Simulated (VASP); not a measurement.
# CsLiCr2Te2S3 (P6/mmm) in VASP: relaxation of cell and atoms with PBE

Aim: the relaxation of cell and atoms of CsLiCr2Te2S3 with PBE.

Program: VASP 6.6.1. These are calculated values, not measurements. Logs are shortened: lines on timing, memory, paths and dates and some standing lists are left out, and cuts for length are marked.

### 1 The structure

The structure is hexagonal, space group P6/mmm (No. 191). The conventional cell has a = 5.335 Å, b = 5.335 Å, c = 11.084 Å, α = 90.00°, β = 90.00°, γ = 120.00°. Cs (site symmetry 6/mmm) has 6 Cr at 3.08 Å and 2 Te at 3.41 Å as nearest neighbours. Around Li (site symmetry 6/mmm) lie 2 Te at 2.13 Å. Cr (site symmetry -6m2) has 3 Cs at 3.08 Å and 3 Cr at 3.08 Å as nearest neighbours. Te (site symmetry 6mm) has 1 Li at 2.13 Å as nearest neighbours. S (site symmetry mmm) has 4 S at 2.67 Å and 2 Li at 2.67 Å as nearest neighbours.

The cell was built by a generator and needn't be a form met in nature.

### 2 Relaxation of cell and atoms, PBE, collinear spin, ferromagnetic start

The input, INCAR:

```
SYSTEM = CsLiCr2Te2S3
ALGO     = Fast           ! electronic algorithm
EDIFF    = 1E-4           ! SCF threshold, eV
EDIFFG   = -0.08          ! ionic threshold
ENCUT    = 520            ! plane-wave cutoff, eV
GGA      = PE             ! functional
IBRION   = 2              ! ionic algorithm
ISIF     = 3              ! what is computed and relaxed
ISMEAR   = 0              ! smearing method
ISPIN    = 2              ! spin polarisation
LASPH    = .TRUE.         ! aspherical terms in the spheres
LCHARG   = .FALSE.        ! write CHGCAR
LMAXMIX  = 4              ! l up to which the mixer works
LORBIT   = 11             ! projections on sites
LREAL    = Auto         
LWAVE    = .FALSE.        ! write WAVECAR
MAGMOM   = 0 0 3 3 0 0 0 0 0 ! initial moments
NELM     = 60             ! most SCF steps
NSW      = 24             ! ionic steps
PREC     = Normal         ! precision mode
SIGMA    = 0.15           ! smearing width, eV
```

The input, KPOINTS:

```
k-points
0
G
  3 3 2
  0 0 0
```

The input, POSCAR:

```
CsLiCr2Te2S3
1.0
    5.3354435100      0.0000000000      0.0000000000
   -2.6677217500      4.6206296200      0.0000000000
    0.0000000000      0.0000000000     11.0841743700
Cs Li Cr Te S
1 1 2 2 3
Direct
    0.0000000000      0.0000000000      0.5000000000
    0.0000000000      0.0000000000      0.0000000000
    0.3333333300      0.6666666700      0.5000000000
    0.6666666700      0.3333333300      0.5000000000
    0.0000000000      0.0000000000      0.8074327200
    0.0000000000      0.0000000000      0.1925672800
    0.5000000000      0.0000000000      0.0000000000
    0.0000000000      0.5000000000      0.0000000000
    0.5000000000      0.5000000000      0.0000000000
```

Potentials or basis: VASP PAW PBE potentials, release 64 (Cs_sv, Li_sv, Cr_pv, Te, S).

Launch:

```
$ cat potpaw_PBE.64/Cs_sv/POTCAR potpaw_PBE.64/Li_sv/POTCAR potpaw_PBE.64/Cr_pv/POTCAR potpaw_PBE.64/Te/POTCAR potpaw_PBE.64/S/POTCAR > POTCAR
$ mpirun -np 1 vasp_std > vasp.out
```

OUTCAR:

```text
SYSTEM = CsLiCr2Te2S3
   EDIFF = 1E-4
   EDIFFG = -0.08
   ENCUT = 520
   GGA = PE
   IBRION = 2
   ISIF = 3
   ISMEAR = 0
   ISPIN = 2
   LASPH = .TRUE.
   LORBIT = 11
   LREAL = Auto
   NELM = 60
   NSW = 24
   PREC = Normal

 ion  position               nearest neighbor table
   1  0.000  0.000  0.500-   3 3.08   4 3.08   3 3.08   4 3.08   4 3.08   3 3.08   5 3.41   6 3.41

   2  0.000  0.000  0.000-   5 2.13   6 2.13   8 2.67   8 2.67   7 2.67   7 2.67   9 2.67   9 2.67

   3  0.333  0.667  0.500-   1 3.08   4 3.08   4 3.08   1 3.08   1 3.08   4 3.08
   4  0.667  0.333  0.500-   1 3.08   3 3.08   3 3.08   1 3.08   1 3.08   3 3.08
   5  0.000  0.000  0.807-   2 2.13   1 3.41
   6  0.000  0.000  0.193-   2 2.13   1 3.41
   7  0.500  0.000  0.000-   9 2.67   9 2.67   2 2.67   2 2.67   8 2.67   8 2.67
   8  0.000  0.500  0.000-   2 2.67   2 2.67   9 2.67   9 2.67   7 2.67   7 2.67
   9  0.500  0.500  0.000-   7 2.67   7 2.67   8 2.67   8 2.67   2 2.67   2 2.67

  LATTYP: Found a hexagonal cell.
 ALAT       =     5.3354435100
 C/A-ratio  =     2.0774607302

  Lattice vectors:

 A1 = (   5.3354435100,   0.0000000000,   0.0000000000)
 A2 = (  -2.6677217500,   4.6206296200,   0.0000000000)
 A3 = (   0.0000000000,   0.0000000000,  11.0841743700)

Analysis of symmetry for initial positions (statically):
=====================================================================
 Subroutine PRICEL returns:
 Original cell was already a primitive cell.

 Routine SETGRP: Setting up the symmetry group for a
 hexagonal supercell.

 Subroutine GETGRP returns: Found 24 space group operations
 (whereof 24 operations were pure point group operations)
 out of a pool of 24 trial point group operations.

The static configuration has the point symmetry D_6h.

Analysis of symmetry for dynamics (positions and initial velocities):
=====================================================================
 Subroutine PRICEL returns:
 Original cell was already a primitive cell.

 Routine SETGRP: Setting up the symmetry group for a
 hexagonal supercell.

 Subroutine GETGRP returns: Found 24 space group operations
 (whereof 24 operations were pure point group operations)
 out of a pool of 24 trial point group operations.

The dynamic configuration has the point symmetry D_6h.

Analysis of structural, dynamic, and magnetic symmetry:
=====================================================================
 Subroutine PRICEL returns:
 Original cell was already a primitive cell.

 Routine SETGRP: Setting up the symmetry group for a
 hexagonal supercell.

 Subroutine GETGRP returns: Found 24 space group operations
 (whereof 24 operations were pure point group operations)
 out of a pool of 24 trial point group operations.

The overall configuration has the point symmetry D_6h.

 Subroutine INISYM returns: Found 24 space group operations
 (whereof 24 operations are pure point group operations),
 and found     1 'primitive' translations

----------------------------------------------------------------------------------------

                                     Primitive cell

  volume of cell :     273.2594

  direct lattice vectors                    reciprocal lattice vectors
     5.335443510  0.000000000  0.000000000     0.187425843  0.108210361  0.000000000
    -2.667721750  4.620629620  0.000000000     0.000000000  0.216420722  0.000000000
     0.000000000  0.000000000 11.084174370     0.000000000  0.000000000  0.090218718

  length of vectors
     5.335443510  5.335443507 11.084174370     0.216420722  0.216420722  0.090218718

  position of ions in fractional coordinates (direct lattice)
     0.000000000  0.000000000  0.500000000
     0.000000000  0.000000000  0.000000000
     0.333333330  0.666666670  0.500000000
     0.666666670  0.333333330  0.500000000
     0.000000000  0.000000000  0.807432720
     0.000000000  0.000000000  0.192567280
     0.500000000  0.000000000  0.000000000
     1.000000000  0.500000000  0.000000000
     0.500000000  0.500000000  0.000000000

  ion indices of the primitive-cell ions
[... 48 lines left out ...]
   dimension x,y,z NGX =    30 NGY =   30 NGZ =   64
   dimension x,y,z NGXF=    60 NGYF=   60 NGZF=  128
   ions per type =               1   1   2   2   3
   NGX,Y,Z   is equivalent  to a cutoff of   9.35,  9.35,  9.60 a.u.
   NGXF,Y,Z  is equivalent  to a cutoff of  18.70, 18.70, 19.20 a.u.
 SYSTEM =  CsLiCr2Te2S3
   PREC   = normal    normal or accurate (medium, high low for compatibility)
   ISTART =      0    job   : 0-new  1-cont  2-samecut
   ICHARG =      2    charge: 1-file 2-atom 10-const
   ISPIN  =      2    spin polarized calculation?
   LNONCOLLINEAR =      F non collinear calculations
   LSORBIT =      F    spin-orbit coupling
   LASPH  =      T    aspherical Exc in radial PAW
   ENCUT  =  520.0 eV  38.22 Ry    6.18 a.u.   9.92  9.92 20.61*2*pi/ulx,y,z
   NELM   =     60;   NELMIN=  2; NELMDL= -5     # of ELM steps
   EDIFF  = 0.1E-03   stopping-criterion for ELM
   LREAL  =      T    real-space projection
   EDIFFG = -.8E-01   stopping-criterion for IOM
   NSW    =     24    number of steps for IOM
   IBRION =      2    ionic relax: 0-MD 1-quasi-New 2-CG
   NFREE  =      1    steps in history (QN), initial steepest desc. (CG)
   ISIF   =      3    stress and relaxation
   ISYM   =      2    0-nonsym 1-usesym 2-fastsym
   POTIM  = 0.5000    time-step for ionic-motion
   TEBEG  =    0.0;   TEEND  =   0.0 temperature during run
   PSTRESS=    0.0 pullay stress
   NELECT =      66.0000    total number of electrons
   NUPDOWN=      -1.0000    fix difference up-down
   EMIN   =  10.00;   EMAX   =-10.00  energy-range for DOS
   EFERMI =   0.00;   METHOD = LEGACY
   ISMEAR =     0;   SIGMA  =   0.15  broadening in eV -4-tet -1-fermi 0-gaus
   EFERMI_NEDOS =   21; number of points for ismear=-14 and -15
   IALGO  =     68    algorithm
   IMIX   =      4    mixing-type and parameters
     AMIX     =   0.40;   BMIX     =  1.00
     AMIX_MAG =   1.60;   BMIX_MAG =  1.00
  volume/ion in A,a.u.               =      30.36       204.89
  Fermi-wavevector in a.u.,A,eV,Ry     =   1.019525  1.926623 14.142315  1.039431
  Thomas-Fermi vector in A             =   2.153043
   LORBIT       =     11    0 simple, 1 ext, 2 COOP (PROOUT), +10 PAW based schemes
   GGA     = PE    functional components
   LHFCALC =     F    Hartree Fock is set to
   AEXX    =    0.0000 exact exchange contribution
   IVDW    =     0    specifies the selected vdW correction
   LEPSILON=     F    determine dielectric tensor
   LRPA    =     F    only Hartree local field effects (RPA)
 conjugate gradient relaxation of ions
 spin polarized calculation
 RMM-DIIS sequential band-by-band and
 Gauss-broadening in eV      SIGMA  =   0.15
  energy-cutoff  :      520.00
  volume of cell :      273.26
 maximum number of plane-waves:      7386
   NGX = 19   NGY = 19   NGZ = 41

--------------------------------------- Ionic step        1  -------------------------------------------

 number of electron      66.0000075 magnetization      -0.2354137

 number of electron      66.0000078 magnetization       0.0649158

 Free energy of the ion-electron system (eV)
  ---------------------------------------------------
  ext. energy  EPLUGINS =         0.00000000
  ---------------------------------------------------
  free energy    TOTEN  =       -24.93537701 eV

  energy without entropy =      -24.70871142  energy(sigma->0) =      -24.82204422

------------------------ aborting loop because EDIFF is reached ----------------------------------------

  FORCE on cell =-STRESS in cart. coord.  units (eV):
  Direction    XX          YY          ZZ          XY          YZ          ZX
  --------------------------------------------------------------------------------------
  -------------------------------------------------------------------------------------
  Total       -7.9908236     -7.9908236     12.9240814     -0.0000000      0.0000000     -0.0000000
  in kB      -46.8518875    -46.8518875     75.7766210     -0.0000001      0.0000000     -0.0000000
  external PRESSURE =      -5.9757180 kB  Pullay stress =       0.0000000 kB
[... 114 lines left out ...]
  FREE ENERGIE OF THE ION-ELECTRON SYSTEM (eV)
  ---------------------------------------------------
  free  energy   TOTEN  =       -26.5257964763 eV

  energy  without entropy=      -26.2405171668  energy(sigma->0) =      -26.38315682

[... ionic steps 4 to 13 ...]

--------------------------------------- Ionic step       14  -------------------------------------------

 number of electron      65.9999936 magnetization       0.0585632

------------------------ aborting loop because EDIFF is reached ----------------------------------------
[... 83 lines left out ...]
--------------------------------------- Ionic step       16  -------------------------------------------

 number of electron      65.9999956 magnetization      -0.0881305

 Free energy of the ion-electron system (eV)
  ---------------------------------------------------
  ext. energy  EPLUGINS =         0.00000000
  ---------------------------------------------------
  free energy    TOTEN  =       -26.70727034 eV

  energy without entropy =      -26.42810613  energy(sigma->0) =      -26.56768823

 E-fermi :   3.0823     XC(G=0):  -8.6787

 val. band max:        3.0800577523   @ k =   0.3333   0.0000   0.0000
 cond. band min:       3.0854191919   @ k =   0.0000   0.0000   0.0000
 fundamental gap:      0.0053614396
 Fermi energy:         3.0823498912

 spin component 1

 k-point     1 :       0.0000    0.0000    0.0000
  band No.  band energies     occupation
      1     -42.5634      1.00000
      2     -40.0027      1.00000
      3     -39.9785      1.00000
      4     -39.9417      1.00000
      5     -39.9417      1.00000
      6     -39.8300      1.00000
[... 259 lines left out ...]
     41       3.9367      0.00000
     42       5.7525      0.00000
 Fermi energy:         3.0823498912

 spin component 2

 k-point     1 :       0.0000    0.0000    0.0000
  band No.  band energies     occupation
      1     -42.5626      1.00000
      2     -40.0142      1.00000
      3     -39.9900      1.00000
      4     -39.9309      1.00000
      5     -39.9309      1.00000
      6     -39.8192      1.00000
[... 295 lines left out ...]
  FREE ENERGIE OF THE ION-ELECTRON SYSTEM (eV)
  ---------------------------------------------------
  free  energy   TOTEN  =       -26.7072703384 eV

  energy  without entropy=      -26.4281061298  energy(sigma->0) =      -26.56768823

 reached required accuracy - stopping structural energy minimisation

 total charge

# of ion       s       p       d       tot
------------------------------------------
    1        1.854   4.494   0.333   6.681
    2        2.024   0.067   0.000   2.091
    3        0.310   6.095   4.161  10.566
    4        0.310   6.095   4.161  10.566
    5        1.406   1.857   0.008   3.271
    6        1.406   1.857   0.008   3.271
    7        1.409   2.149   0.000   3.558
    8        1.409   2.149   0.000   3.558
    9        1.409   2.149   0.000   3.558
--------------------------------------------------
tot         11.538  26.913   8.670  47.121

 magnetization (x)

# of ion       s       p       d       tot
------------------------------------------
    1       -0.000  -0.001   0.002   0.001
    2       -0.000   0.000   0.000   0.000
    3       -0.000   0.000   0.005   0.005
    4       -0.000   0.000   0.005   0.005
    5       -0.001  -0.058  -0.000  -0.059
    6       -0.001  -0.058  -0.000  -0.059
    7        0.002   0.013   0.000   0.015
    8        0.002   0.013   0.000   0.015
    9        0.002   0.013   0.000   0.015
--------------------------------------------------
tot          0.003  -0.076   0.011  -0.061
```

Wall time 14 min (1 thread of Intel Xeon 6975P-C (Granite Rapids), shared host); peak memory 0.35 GiB.

The run converged, but some of its settings lie outside the range that counts as converged, so its numbers aren't taken as properties of the crystal.

What came out:

* Free energy: -26.7073 eV
* Relaxed volume: 28.03 Å³/atom
* Relaxed cell: a = 4.913 Å, b = 4.913 Å, c = 12.066 Å, α = 90.00°, β = 90.00°, γ = 120.00°
* Space group after relaxing (to 0.05 Å): P6/mmm (No. 191)
* Energy gained by relaxing: 196.9 meV/atom
* Ionic steps: 16
* Largest force after relaxing: 0.027 eV/Å
* Band gap on the k mesh: none (metal or under the smearing width)
* Net moment: -0.09 μB per cell
* Site moments: Cs +0.00; Li +0.00; Cr +0.01; Te -0.06; S +0.01 μB
* Valence electrons inside the program's atomic spheres: Cs 6.68; Li 2.09; Cr 10.57; Te 3.27; S 3.56

Caveat: the k mesh is coarse (spacing up to 0.45 Å⁻¹), so the values aren't converged; the cutoff is under 1.25 times the usual one of these potentials, so pressure, stress and relaxed cells hold a basis-set (Pulay) error; the starting moments collapsed, and a magnetic state may lie lower; the relaxation stopped at a loose force limit of 0.08 eV/Å, so its end isn't a converged minimum.
